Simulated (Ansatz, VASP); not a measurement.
# Cross-check of CO2 between VASP and Ansatz, part 2 of 2

Wanted: the spread between two codes on one cell, functional and k mesh. The cell is taken from a series of runs on this material, whose earlier steps may have relaxed, scaled, displaced or heated it; both programs get it as it stands.

VASP 6.6.1 and Ansatz 0.2.0.

So far: The starting structure; Ansatz: G0W0 gap, LDA.

### Step 3. VASP: G0W0 gap, LDA

Level of this step: G0W0 on LDA; plane waves and PAW (C_GW, O_GW) (VASP).

The same cell, functional (in two slightly different forms) and mesh now go to VASP, with its own data sets.

Lines of VASP's logs that name or quote its potential files are left out, and so is its time.

The run reads the wave functions of an earlier VASP run, which isn't shown here.

File INCAR:

```
SYSTEM = CO2
PREC = Accurate
ENCUT = 440
ISMEAR = 0
SIGMA = 0.01
LREAL = .FALSE.
GGA = CA
NBANDS = 104
ALGO = EVGW0
NELMGW = 1
ENCUTGW = 60
NOMEGA = 64
PRECFOCK = Fast
NBANDSGW = 24
LWAVE = .FALSE.
LCHARG = .FALSE.
```

File POSCAR:

```
CO2
1.0
    2.6359112300     -2.3873781200      0.0000000000
    2.6359112300      2.3873781200      0.0000000000
    0.0000000000      0.0000000000      6.5871749100
C O
2 4
Direct
    0.0000000000      0.0000000000      0.0000000000
    0.5000000000      0.5000000000      0.5000000000
    0.8052637924      0.1947362076      0.8944082801
    0.1947362076      0.8052637924      0.1055917199
    0.6947362076      0.3052637924      0.3944082801
    0.3052637924      0.6947362076      0.6055917199
```

File KPOINTS:

```
Automatic mesh
0
Gamma
4 4 2
0 0 0
```

Potentials, in the order of the species: C_GW and O_GW (LDA family, release 64).

Command:

```sh
mpirun -np 8 vasp_std
```

Numbers of over 12 decimals in the logs are rounded to 6 here.

Output:

```text
[banner, memory and clock lines left out]
running    8 mpi-ranks, on    1 nodes
 distrk:  each k-point on    8 cores,    1 groups
 distr:  one band on    1 cores,    8 groups

 POSCAR found type information on POSCAR C O
 POSCAR found :  2 types and       6 ions
|                                                                             |
|           W    W    AA    RRRRR   N    N  II  N    N   GGGG   !!!           |
|           W    W   A  A   R    R  NN   N  II  NN   N  G    G  !!!           |
|           W    W  A    A  R    R  N N  N  II  N N  N  G       !!!           |
|           W WW W  AAAAAA  RRRRR   N  N N  II  N  N N  G  GGG   !            |
|           WW  WW  A    A  R   R   N   NN  II  N   NN  G    G                |
|           W    W  A    A  R    R  N    N  II  N    N   GGGG   !!!           |
|                                                                             |
|     For optimal performance we recommend to set                             |
|       NCORE = 2 up to number-of-cores-per-socket                            |
|     NCORE specifies how many cores store one orbital (NPAR=cpu/NCORE).      |
|     This setting can greatly improve the performance of VASP for DFT.       |
|     The default, NCORE=1 might be grossly inefficient on modern             |
|     multi-core architectures or massively parallel machines. Do your        |
|     Unfortunately you need to use the default for GW and RPA                |
|     calculations (for HF NCORE is supported but not extensively tested      |
|     yet).                                                                   |
|                                                                             |

|                                                                             |
|           W    W    AA    RRRRR   N    N  II  N    N   GGGG   !!!           |
|           W    W   A  A   R    R  NN   N  II  NN   N  G    G  !!!           |
|           W    W  A    A  R    R  N N  N  II  N N  N  G       !!!           |
|           W WW W  AAAAAA  RRRRR   N  N N  II  N  N N  G  GGG   !            |
|           WW  WW  A    A  R   R   N   NN  II  N   NN  G    G                |
|           W    W  A    A  R    R  N    N  II  N    N   GGGG   !!!           |
|                                                                             |
|     The default for ENCUTGWSOFT is different in this version of VASP.       |
|     please manually set ENCUTGWSOFT =60 in the INCAR file.                  |
|                                                                             |

 LDA part: xc-table for (Slater(with rela. corr.)+CA(PZ))
 , standard interpolation
 found WAVECAR, reading the header
 POSCAR, INCAR and KPOINTS ok, starting setup
 FFT: planning ... GRIDC
 FFT: planning ... GRID_SOFT
 FFT: planning ... GRID
 reading WAVECAR
 the WAVECAR file was read successfully
 initial charge from wavefunction
 available memory per node:     27.81 GB, setting MAXMEM to     28472

 The Fermi energy was updated, please check that it is located mid-gap
 values below the HOMO (VB) or above the LUMO (CB) will cause erroneous energies
 E-fermi :  -0.1575

 calculate exact exchange contribution
 the WAVEDER file was read successfully
energies w=
    0.000    0.000    0.557    0.000    1.113    0.000    1.667    0.000
    2.217    0.000    2.762    0.000    3.301    0.000    3.835    0.000
    4.361    0.000    4.881    0.000    5.394    0.000    5.899    0.000
    6.398    0.000    6.889    0.000    7.375    0.000    7.855    0.000
    8.330    0.000    8.800    0.000    9.267    0.000    9.732    0.000
   10.194    0.000   10.656    0.000   11.119    0.000   11.582    0.000
   12.048    0.000   12.518    0.000   12.993    0.000   13.474    0.000
   13.963    0.000   14.461    0.000   14.971    0.000   15.494    0.000
   16.031    0.000   16.587    0.000   17.162    0.000   17.760    0.000
   18.384    0.000   19.038    0.000   19.725    0.000   20.451    0.000
   21.222    0.000   22.043    0.000   22.922    0.000   23.868    0.000
   24.893    0.000   26.007    0.000   27.227    0.000   28.572    0.000
   30.065    0.000   31.735    0.000   33.619    0.000   35.763    0.000
   38.229    0.000   41.098    0.000   44.482    0.000   48.533    0.000
   53.472    0.000   59.624    0.000   67.498    0.000   77.920    0.000
   92.352    0.000  113.620    0.000  148.015    0.000  212.937    0.000
 responsefunction array rank=      96
 LDA part: xc-table for (Slater(with rela. corr.)+CA(PZ))
 , standard interpolation

 min. memory requirement per mpi rank     78.6 MB, per node    628.7 MB

 allocating   8 responsefunctions rank=    96
 shmem allocating  64 responsefunctions rank=    96
 response function shared by NCSHMEM nodes    1
 Doing            8  frequencies on each core in blocks of           64
NQ=   1    0.0000    0.0000    0.0000,
|.........|.........|.........|.........|.........|.........|.........|.........
 performed        160000 updates of chi_q(r,r)
 total number of BLAS operations         10.14 Gflops
NQ=   2    0.2500    0.0000    0.0000,
|.........|.........|.........|.........|.........|.........|.........|.........
 performed        409000 updates of chi_q(r,r)
 total number of BLAS operations         24.92 Gflops
NQ=   3    0.5000    0.0000    0.0000,
|.........|.........|.........|.........|.........|.........|.........|.........
 performed        598000 updates of chi_q(r,r)
 total number of BLAS operations         37.78 Gflops
NQ=   4    0.2500    0.2500    0.0000,
|.........|.........|.........|.........|.........|.........|.........|.........
 performed        797000 updates of chi_q(r,r)
 total number of BLAS operations         48.80 Gflops
NQ=   5    0.5000    0.2500    0.0000,
|.........|.........|.........|.........|.........|.........|.........|.........
 performed       1046000 updates of chi_q(r,r)
 total number of BLAS operations         64.64 Gflops
NQ=   6   -0.2500    0.2500    0.0000,
|.........|.........|.........|.........|.........|.........|.........|.........
 performed       1255000 updates of chi_q(r,r)
 total number of BLAS operations         76.77 Gflops
NQ=   7    0.5000    0.5000    0.0000,
|.........|.........|.........|.........|.........|.........|.........|.........
 performed       1415000 updates of chi_q(r,r)
 total number of BLAS operations         85.80 Gflops
NQ=   8    0.0000    0.0000    0.5000,
|.........|.........|.........|.........|.........|.........|.........|.........
 performed       1575000 updates of chi_q(r,r)
 total number of BLAS operations         95.71 Gflops
NQ=   9    0.2500    0.0000    0.5000,
|.........|.........|.........|.........|.........|.........|.........|.........
 performed       1824000 updates of chi_q(r,r)
 total number of BLAS operations        111.90 Gflops
NQ=  10    0.5000    0.0000    0.5000,
|.........|.........|.........|.........|.........|.........|.........|.........
 performed       2013000 updates of chi_q(r,r)
 total number of BLAS operations        124.77 Gflops
NQ=  11    0.2500    0.2500    0.5000,
|.........|.........|.........|.........|.........|.........|.........|.........
 performed       2212000 updates of chi_q(r,r)
 total number of BLAS operations        134.50 Gflops
NQ=  12    0.5000    0.2500    0.5000,
|.........|.........|.........|.........|.........|.........|.........|.........
 performed       2461000 updates of chi_q(r,r)
 total number of BLAS operations        149.98 Gflops
NQ=  13   -0.2500    0.2500    0.5000,
|.........|.........|.........|.........|.........|.........|.........|.........
 performed       2670000 updates of chi_q(r,r)
 total number of BLAS operations        162.98 Gflops
NQ=  14    0.5000    0.5000    0.5000,
|.........|.........|.........|.........|.........|.........|.........|.........
 performed       2830000 updates of chi_q(r,r)
 total number of BLAS operations        172.89 Gflops
 resolving degeneracies of screened two electron integrals

 calculate QP shifts <psi_nk| G(iteration)W_0 |psi_nk>: iteration 1
 entering main loop
```

From OUTCAR (step 3):

```text
ion  position               nearest neighbor table
   1  0.000  0.000  0.000-   3 1.16   4 1.16
   2  0.500  0.500  0.500-   5 1.16   6 1.16
   3  0.805  0.195  0.894-   1 1.16
   4  0.195  0.805  0.106-   1 1.16
   5  0.695  0.305  0.394-   2 1.16
   6  0.305  0.695  0.606-   2 1.16

  LATTYP: Found a base centered orthorhombic cell.
 ALAT       =     4.7747562400
 B/A-ratio  =     1.1041029521
 C/A-ratio  =     1.3795834968

 Subroutine GETGRP returns: Found  8 space group operations
 (whereof  4 operations were pure point group operations)

The static configuration has the point symmetry C_2h.
 The point group associated with its full space group is D_2h.

 Found     14 irreducible k-points:

   k-points           NKPTS =     14   k-points in BZ     NKDIM =     32   number of bands    NBANDS=    104

   dimension x,y,z NGX =    24 NGY =   24 NGZ =   48
   dimension x,y,z NGXF=    48 NGYF=   48 NGZF=   96

   ENCUT  =  440.0 eV  32.34 Ry    5.69 a.u.   6.08  6.08 11.27*2*pi/ulx,y,z

   NELECT =      32.0000    total number of electrons

  energy-cutoff  :      440.00
  volume of cell :       82.91
      direct lattice vectors                 reciprocal lattice vectors
     2.635911230 -2.387378120  0.000000000     0.189687723 -0.209434775  0.000000000
     2.635911230  2.387378120  0.000000000     0.189687723  0.209434775  0.000000000
     0.000000000  0.000000000  6.587174910     0.000000000  0.000000000  0.151810148

 k-points in reciprocal lattice and weights: Automatic mesh
   0.00000000  0.00000000  0.00000000       0.031
   0.25000000  0.00000000  0.00000000       0.125
   0.50000000  0.00000000  0.00000000       0.062
   0.25000000  0.25000000  0.00000000       0.062
   0.50000000  0.25000000  0.00000000       0.125
  -0.25000000  0.25000000  0.00000000       0.062
   0.50000000  0.50000000  0.00000000       0.031
   0.00000000  0.00000000  0.50000000       0.031
   0.25000000  0.00000000  0.50000000       0.125
[...]
-0.25000000  0.25000000  0.50000000       0.062
   0.50000000  0.50000000  0.50000000       0.031

 E-fermi :  -0.1575

 QP shifts <psi_nk| G(iteration)W_0 |psi_nk>: iteration 1
 for sc-GW calculations column KS-energies equals QP-energies in previous step
 and V_xc(KS)=  KS-energies - (<T + V_ion + V_H > + <T+V_H+V_ion>^1  + <V_x>^1)
 k-point   1 :       0.0000    0.0000    0.0000
  band No.  KS-energies  QP-energies   sigma(KS)   V_xc(KS)     V^pw_x(r,r')   Z            occupation Imag(sigma)
    ...
     13      -4.3507      -6.2616     -20.9932     -18.6615     -24.1001       0.8196       2.0000       0.0528
     14      -4.2890      -6.1926     -20.7565     -18.4352     -23.8326       0.8201       2.0000       0.0530
     15      -3.9950      -5.8197     -21.4532     -19.2296     -24.5558       0.8206       2.0000       0.0513
     16      -3.9247      -5.7608     -21.4482     -19.2112     -24.5685       0.8208       2.0000       0.0516
     17       3.0200       4.9881      -8.4847     -10.7222      -5.5263       0.8795       0.0000      -0.0411
     18       3.7161       7.0816     -11.3339     -15.2699      -9.1585       0.8551       0.0000      -0.0346
     19       4.3272       7.8844     -12.0028     -16.1996      -9.7640       0.8476       0.0000      -0.0399
     20       4.4122       8.0503     -12.0816     -16.3777      -9.7916       0.8468       0.0000      -0.0409
    ...

 k-point   2 :       0.2500    0.0000    0.0000
  band No.  KS-energies  QP-energies   sigma(KS)   V_xc(KS)     V^pw_x(r,r')   Z            occupation Imag(sigma)
    ...
     13      -4.2485      -6.1321     -21.0022     -18.7060     -24.0962       0.8203       2.0000       0.0524
     14      -3.9611      -5.7795     -21.4454     -19.2306     -24.5522       0.8210       2.0000       0.0514
     15      -3.8883      -5.6894     -21.4329     -19.2372     -24.5572       0.8203       2.0000       0.0516
     16      -3.7489      -5.5294     -21.6111     -19.4419     -24.7209       0.8208       2.0000       0.0506
     17       3.9705       6.2628      -8.9490     -11.5732      -6.0186       0.8735       0.0000      -0.0416
     18       4.0127       7.4529     -11.5791     -15.6145      -9.3471       0.8525       0.0000      -0.0375
     19       4.4550       7.9928     -11.6914     -15.8587      -9.3252       0.8490       0.0000      -0.0410
     20       4.6240       8.1518     -12.0293     -16.1956      -9.6669       0.8468       0.0000      -0.0426
    ...

 k-point   3 :       0.5000    0.0000    0.0000
  band No.  KS-energies  QP-energies   sigma(KS)   V_xc(KS)     V^pw_x(r,r')   Z            occupation Imag(sigma)
    ...
     13      -4.0667      -5.9068     -21.2314     -18.9909     -24.3262       0.8213       2.0000       0.0516
     14      -4.0667      -5.9068     -21.2314     -18.9909     -24.3262       0.8213       2.0000       0.0516
     15      -3.6256      -5.3757     -21.7052     -19.5749     -24.8151       0.8216       2.0000       0.0504
     16      -3.6256      -5.3757     -21.7052     -19.5749     -24.8151       0.8216       2.0000       0.0504
     17       4.1875       7.6501     -11.5750     -15.6442      -9.2718       0.8509       0.0000      -0.0392
     18       4.1875       7.6501     -11.5750     -15.6442      -9.2718       0.8509       0.0000      -0.0392
     19       5.2120       8.9724     -12.4341     -16.9408      -9.9266       0.8344       0.0000      -0.0448
     20       5.2120       8.9724     -12.4341     -16.9408      -9.9266       0.8344       0.0000      -0.0448
    ...

 k-point   4 :       0.2500    0.2500    0.0000
  band No.  KS-energies  QP-energies   sigma(KS)   V_xc(KS)     V^pw_x(r,r')   Z            occupation Imag(sigma)
    ...
     13      -4.1938      -6.0699     -20.9773     -18.6877     -24.0969       0.8194       2.0000       0.0534
     14      -3.8757      -5.6627     -21.4766     -19.2993     -24.5869       0.8208       2.0000       0.0507
     15      -3.8356      -5.6200     -21.5172     -19.3419     -24.6267       0.8203       2.0000       0.0503
     16      -3.7969      -5.5967     -21.5618     -19.3682     -24.6799       0.8205       2.0000       0.0510
     17       4.3654       7.0749      -9.1782     -12.2978      -6.2304       0.8686       0.0000      -0.0433
     18       4.4079       7.9807     -12.0814     -16.3019      -9.8179       0.8466       0.0000      -0.0404
     19       4.5893       8.2173     -11.9921     -16.2756      -9.6419       0.8470       0.0000      -0.0420
     20       5.1913       8.5544     -12.0299     -16.0278      -9.4662       0.8412       0.0000      -0.0463
    ...

[... 4 further parts left out ...]
```

### Step 4. Differences

Known differences besides the potentials themselves: the two LDA forms differ slightly; fixed occupations in Ansatz, narrow Gaussian smearing in VASP; the cutoff is 420 eV in Ansatz and 440 eV in VASP; VASP's log shows a relativistic correction to its local exchange, Ansatz's none; Ansatz integrates over frequency by contour deformation, VASP on a grid of NOMEGA points; Ansatz's G0W0 levels solve the quasiparticle equation, VASP's are linearised. Total energies have different zeros and are not compared.

Both answers:

```csv
quantity,Ansatz,VASP,difference
G0W0 gap on the mesh (eV),9.97,9.99,-0.01
Kohn-Sham gap under it (eV),6.37,6.36,+0.02
```

### Step 5. What came out

| Property | Result |
| --- | --- |
| difference in G0W0 gap on the mesh (G0W0 gap, LDA) | -0.013 eV |

What this shows: The difference in G0W0 gap on the mesh is -0.013 eV (G0W0 gap, LDA). Such differences can come from data sets, numerical settings and the points named under the comparisons, not from the functional's error against experiment.

[Lines on the potential files, build, host, timing and source positions are cut from VASP's logs without a mark.]

[Logs are printed without paths, hosts, clocks, repeated set-up lines and the standing remarks that a program may print on its own settings, such as how far it seeks lower states.]

[Hosts, paths, dates, database ids (printed as entryN), source tags and the programs' standing remarks are cut or masked in the printed files.]
